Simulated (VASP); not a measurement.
Method: PBEsol GGA, VASP's PBE PAW potentials (set 64) (plane waves; VASP 6.6.1).

The input files of a VASP run:

### POSCAR
```
PPd
1
    1.7683240974    -5.4242187625     0.0000000000
    1.7683240974     5.4242187625    -0.0000000000
    0.0000000000    -0.0000000000     2.9878316555
P Pd
2 2
Direct
  0.5847642791   0.4152357209   0.2500000000
  0.4152357209   0.5847642791   0.7500000000
  0.8251564409   0.1748435591   0.2500000000
  0.1748435591   0.8251564409   0.7500000000
```

INCAR:
```
SYSTEM = PPd
PREC = Accurate
ENCUT = 480
EDIFF = 1E-7
NELM = 100
ALGO = Normal
LREAL = .FALSE.
LASPH = .TRUE.
ISMEAR = 1
SIGMA = 0.1
GGA = PS
LMAXMIX = 4
LWAVE = .FALSE.
LCHARG = .FALSE.
ISIF = 3
IBRION = 2
NSW = 40
EDIFFG = -0.01
PSTRESS = 50
```

### KPOINTS
```
Automatic mesh
0
Gamma
8 8 10
0 0 0
```

POTCAR, in this order: P Pd (PBE.64 set). Program: vasp_std.

The run wrote:

**OSZICAR**
```
       N       E                     dE             d eps       ncg     rms          rms(c)
DAV:   1     0.153034789299E+03    0.15303E+03   -0.14114E+04  4788   0.140E+03
DAV:   2    -0.177052813994E+02   -0.17074E+03   -0.16427E+03  5221   0.288E+02
DAV:   3    -0.251582328824E+02   -0.74530E+01   -0.72048E+01  5881   0.567E+01
DAV:   4    -0.252761440968E+02   -0.11791E+00   -0.11747E+00  5466   0.736E+00
DAV:   5    -0.252782754586E+02   -0.21314E-02   -0.21307E-02  5708   0.968E-01    0.156E+01
DAV:   6    -0.246960315411E+02    0.58224E+00   -0.70902E+00  5500   0.246E+01    0.921E+00
DAV:   7    -0.244373833301E+02    0.25865E+00   -0.15854E+00  5407   0.127E+01    0.507E+00
DAV:   8    -0.244049078440E+02    0.32475E-01   -0.12025E-01  5244   0.258E+00    0.790E-01
DAV:   9    -0.243995655459E+02    0.53423E-02   -0.17283E-02  5503   0.119E+00    0.285E-01
DAV:  10    -0.243995827243E+02   -0.17178E-04   -0.31642E-03  5338   0.393E-01    0.121E-01
DAV:  11    -0.243995805285E+02    0.21958E-05   -0.20417E-04  5305   0.115E-01    0.410E-02
DAV:  12    -0.243995780229E+02    0.25056E-05   -0.23345E-05  5370   0.417E-02    0.125E-02
DAV:  13    -0.243995762705E+02    0.17524E-05   -0.35059E-06  5357   0.159E-02    0.440E-03
DAV:  14    -0.243995761855E+02    0.84998E-07   -0.58808E-07  5211   0.499E-03
   1 F= -.22610847E+02 E0= -.22611207E+02  d E =-.226108E+02
       N       E                     dE             d eps       ncg     rms          rms(c)
DAV:   1    -0.254673352929E+02   -0.10678E+01   -0.20322E+01  5049   0.439E+01    0.832E+00
DAV:   2    -0.245346739557E+02    0.93266E+00   -0.80893E+00  5191   0.281E+01    0.337E+00
DAV:   3    -0.242906102702E+02    0.24406E+00   -0.86390E-01  5129   0.989E+00    0.109E+00
DAV:   4    -0.242749727808E+02    0.15637E-01   -0.14203E-01  5106   0.210E+00    0.438E-01
DAV:   5    -0.242732177243E+02    0.17551E-02   -0.95857E-03  5602   0.932E-01    0.282E-01
DAV:   6    -0.242735223649E+02   -0.30464E-03   -0.16642E-03  5307   0.266E-01    0.867E-02
DAV:   7    -0.242735844682E+02   -0.62103E-04   -0.11741E-04  5524   0.768E-02    0.345E-02
DAV:   8    -0.242736000810E+02   -0.15613E-04   -0.23172E-05  5213   0.371E-02    0.102E-02
DAV:   9    -0.242735992895E+02    0.79149E-06   -0.10347E-06  5618   0.722E-03    0.466E-03
DAV:  10    -0.242735992090E+02    0.80519E-07   -0.26023E-07  3711   0.397E-03
   2 F= -.22593676E+02 E0= -.22594028E+02  d E =0.171709E-01
       N       E                     dE             d eps       ncg     rms          rms(c)
DAV:   1    -0.247455828712E+02   -0.47198E+00   -0.63644E+00  5030   0.248E+01    0.420E+00
DAV:   2    -0.244443141740E+02    0.30127E+00   -0.22872E+00  5209   0.161E+01    0.215E+00
DAV:   3    -0.243818343462E+02    0.62480E-01   -0.23347E-01  5223   0.484E+00    0.101E+00
DAV:   4    -0.243761870293E+02    0.56473E-02   -0.44856E-02  5031   0.114E+00    0.284E-01
DAV:   5    -0.243758170099E+02    0.37002E-03   -0.38016E-03  5364   0.525E-01    0.196E-01
DAV:   6    -0.243758294918E+02   -0.12482E-04   -0.67530E-04  5298   0.217E-01    0.439E-02
DAV:   7    -0.243758356959E+02   -0.62042E-05   -0.34002E-05  5416   0.498E-02    0.175E-02
DAV:   8    -0.243758331380E+02    0.25579E-05   -0.19099E-05  5818   0.423E-02    0.395E-03
DAV:   9    -0.243758333257E+02   -0.18768E-06   -0.18193E-06  5377   0.124E-02    0.177E-03
DAV:  10    -0.243758332994E+02    0.26283E-07   -0.19811E-07  3096   0.451E-03
   3 F= -.22635668E+02 E0= -.22636079E+02  d E =-.248207E-01
       N       E                     dE             d eps       ncg     rms          rms(c)
DAV:   1    -0.243790385213E+02   -0.32052E-02   -0.26719E-01  4902   0.346E+00    0.420E-01
DAV:   2    -0.243786757532E+02    0.36277E-03   -0.11963E-02  5440   0.845E-01    0.148E-01
DAV:   3    -0.243782349784E+02    0.44077E-03   -0.82382E-04  5406   0.244E-01    0.761E-02
DAV:   4    -0.243781240340E+02    0.11094E-03   -0.28357E-04  5321   0.137E-01    0.258E-02
DAV:   5    -0.243781210809E+02    0.29531E-05   -0.46214E-05  5271   0.537E-02    0.180E-02
DAV:   6    -0.243781205121E+02    0.56881E-06   -0.54210E-06  5325   0.157E-02    0.345E-03
DAV:   7    -0.243781205104E+02    0.17399E-08   -0.61932E-07  5157   0.497E-03
   4 F= -.22639281E+02 E0= -.22639666E+02  d E =-.361347E-02
       N       E                     dE             d eps       ncg     rms          rms(c)
DAV:   1    -0.243782227405E+02   -0.10223E-03   -0.87673E-02  4899   0.199E+00    0.241E-01
DAV:   2    -0.243781114583E+02    0.11128E-03   -0.39302E-03  5441   0.483E-01    0.848E-02
DAV:   3    -0.243779667310E+02    0.14473E-03   -0.26566E-04  5385   0.138E-01    0.426E-02
DAV:   4    -0.243779307595E+02    0.35972E-04   -0.91708E-05  5322   0.781E-02    0.144E-02
DAV:   5    -0.243779298998E+02    0.85964E-06   -0.14758E-05  5277   0.305E-02    0.103E-02
DAV:   6    -0.243779296783E+02    0.22152E-06   -0.17395E-06  5316   0.885E-03    0.198E-03
DAV:   7    -0.243779296841E+02   -0.57885E-08   -0.19056E-07  4033   0.282E-03
   5 F= -.22639860E+02 E0= -.22640228E+02  d E =-.419217E-02
       N       E                     dE             d eps       ncg     rms          rms(c)
DAV:   1    -0.243797359490E+02   -0.18063E-02   -0.98167E-03  4884   0.779E-01    0.113E-01
DAV:   2    -0.243795417324E+02    0.19422E-03   -0.14573E-03  5120   0.387E-01    0.492E-02
DAV:   3    -0.243794982280E+02    0.43504E-04   -0.15076E-04  5339   0.125E-01    0.220E-02
DAV:   4    -0.243794905446E+02    0.76834E-05   -0.34801E-05  5174   0.348E-02    0.710E-03
DAV:   5    -0.243794898274E+02    0.71721E-06   -0.20967E-06  5417   0.130E-02    0.501E-03
DAV:   6    -0.243794893186E+02    0.50879E-06   -0.55923E-07  5224   0.594E-03    0.115E-03
DAV:   7    -0.243794892709E+02    0.47702E-07   -0.39349E-08  2505   0.200E-03
   6 F= -.22639878E+02 E0= -.22640247E+02  d E =-.177739E-04
       N       E                     dE             d eps       ncg     rms          rms(c)
DAV:   1    -0.243790859162E+02    0.40340E-03   -0.73959E-04  4878   0.214E-01    0.311E-02
DAV:   2    -0.243790707130E+02    0.15203E-04   -0.11054E-04  5123   0.106E-01    0.135E-02
DAV:   3    -0.243790678784E+02    0.28346E-05   -0.11471E-05  5300   0.346E-02    0.602E-03
DAV:   4    -0.243790676818E+02    0.19657E-06   -0.26267E-06  5171   0.956E-03    0.195E-03
DAV:   5    -0.243790677767E+02   -0.94883E-07   -0.14172E-07  2889   0.359E-03
   7 F= -.22639880E+02 E0= -.22640250E+02  d E =-.202941E-04
```

**OUTCAR**
```
------------------------ aborting loop because EDIFF is reached ----------------------------------------
  FORCE on cell =-STRESS in cart. coord.  units (eV):
  Direction    XX          YY          ZZ          XY          YZ          ZX
  --------------------------------------------------------------------------------------
  Total        1.7267175      1.7019012      1.7335663      0.0000000      0.0000000      0.0000000
  in kB       49.6414974     48.9280503     49.8383925      0.0000000      0.0000000      0.0000000
  external PRESSURE =      -0.5306866 kB  Pullay stress =      50.0000000 kB
  volume of cell :       55.73
      direct lattice vectors                 reciprocal lattice vectors
     1.761046421 -5.344630297  0.000000000     0.283922101 -0.093551840  0.000000000
     1.761046421  5.344630297 -0.000000000     0.283922101  0.093551840 -0.000000000
     0.000000000  0.000000000  2.960523705     0.000000000  0.000000000  0.337778076
 POSITION                                       TOTAL-FORCE (eV/Angst)
 -----------------------------------------------------------------------------------
      1.76105     -0.88880      0.74013         0.000000     -0.004099      0.000000
      1.76105      0.88880      2.22039         0.000000      0.004099     -0.000000
      1.76105     -3.47897      0.74013         0.000000     -0.005602      0.000000
      1.76105      3.47897      2.22039         0.000000      0.005602     -0.000000
 -----------------------------------------------------------------------------------
    total drift:                               -0.000000     -0.000000     -0.000000
  FREE ENERGIE OF THE ION-ELECTRON SYSTEM (eV)
  ---------------------------------------------------
  free  energy   TOTEN  =       -24.3790677767 eV

  energy  without entropy=      -24.3801758556  energy(sigma->0) =      -24.37943714
  enthalpy is  TOTEN    =       -22.6398801630 eV   P V=        1.7391876137

 reached required accuracy - stopping structural energy minimisation
```
(Selected blocks of OUTCAR.)

**CONTCAR**
```
PPd
   1.00000000000000
     1.7610464207806309   -5.3446302971224657    0.0000000000000000
     1.7610464207806309    5.3446302971224657   -0.0000000000000000
     0.0000000000000000    0.0000000000000000    2.9605237054479483
  P               Pd
     2     2
Direct
     0.5831485209690425    0.4168514790309575    0.2500000000000000
     0.4168514790309575    0.5831485209690425    0.7500000000000000
     0.8254644807798298    0.1745355192201703    0.2500000000000000
     0.1745355192201703    0.8254644807798298    0.7500000000000000
```

### OUTCAR
```
 val. band max:       10.8553367078   @ k =   0.3750   0.3750   0.0000

 cond. band min:      10.8669006438   @ k =   0.5000   0.2500   0.5000


 Fermi energy:        10.8579283136

 k-point     1 :       0.0000    0.0000    0.0000
  band No.  band energies     occupation
      1      -4.1891      2.00000
      2      -0.1001      2.00000
      3       3.3433      2.00000
      4       5.2427      2.00000
      5       5.7948      2.00000
      6       6.5680      2.00000
      7       6.8583      2.00000
      8       7.2185      2.00000
      9       7.2894      2.00000
     10       7.3738      2.00000
     11       8.1896      2.00000
     12       8.2665      2.00000
     13       8.4191      2.00000
     14      10.3291      2.00000
     15      10.4711      2.00000
     16      11.5053     -0.00000
     17      14.1410      0.00000
     18      14.9480      0.00000
     19      15.2003      0.00000

 k-point     2 :       0.1250   -0.0000    0.0000
  band No.  band energies     occupation
      1      -4.0684      2.00000
      2      -0.0235      2.00000
      3       3.3851      2.00000
      4       5.2505      2.00000
      5       5.4772      2.00000
      6       6.5020      2.00000
      7       7.0119      2.00000
      8       7.0691      2.00000
      9       7.4044      2.00000
     10       7.5539      2.00000
     11       8.0770      2.00000
     12       8.1576      2.00000
     13       8.3709      2.00000
     14       9.6793      2.00000
     15      10.7638      2.03589
     16      10.7762      1.98862
     17      14.7642      0.00000
     18      15.3609      0.00000
     19      15.3828      0.00000

 k-point     3 :       0.2500   -0.0000    0.0000
  band No.  band energies     occupation
      1      -3.7571      2.00000
      2       0.2008      2.00000
      3       3.3826      2.00000
      4       4.9538      2.00000
      5       5.2908      2.00000
      6       6.4842      2.00000
      7       6.6750      2.00000
...
```

Energy and stress use the plane-wave basis of the starting cell.

The structure was generated: PPd was put into the CrB type (Cmcm), which need not be its known phase. This run relaxes it under an external pressure of 5 GPa. Symmetry was kept, so distortions that lower it aren't found.
